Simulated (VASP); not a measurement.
Energy against volume of TiO2 (anatase). Level of theory: PBE GGA with D3 dispersion (Becke-Johnson damping), VASP's PBE PAW potentials (set 64) (plane waves; VASP 6.6.1). Run with 520 eV cut-off, 8×8×8 Γ-centred mesh, Gaussian smearing of 0.050 eV, potentials Ti_sv O.

Shape and ions are relaxed at each volume.

```json
[
 {"V (Å³/atom)": "10.790", "E (eV/atom)": "-9.17343"},
 {"V (Å³/atom)": "11.134", "E (eV/atom)": "-9.19188"},
 {"V (Å³/atom)": "11.478", "E (eV/atom)": "-9.19818"},
 {"V (Å³/atom)": "11.823", "E (eV/atom)": "-9.19328"}
]
```

Task: Fit these four points and predict the energy of the run at 12.167 Å³/atom.

Result: A cubic in V^(−2/3), the third-order Birch-Murnaghan form, passes through the four points with V0 = 11.50 Å³/atom and B0 = 173 GPa, and gives -9.1781 eV/atom there. The run gave -9.1783 eV/atom, -0.1 meV/atom from the fit; all five points give B0 = 172 GPa.

The compound is TiO2 in the anatase structure, one of several forms; rutile is the usual stable one. It was relaxed first.
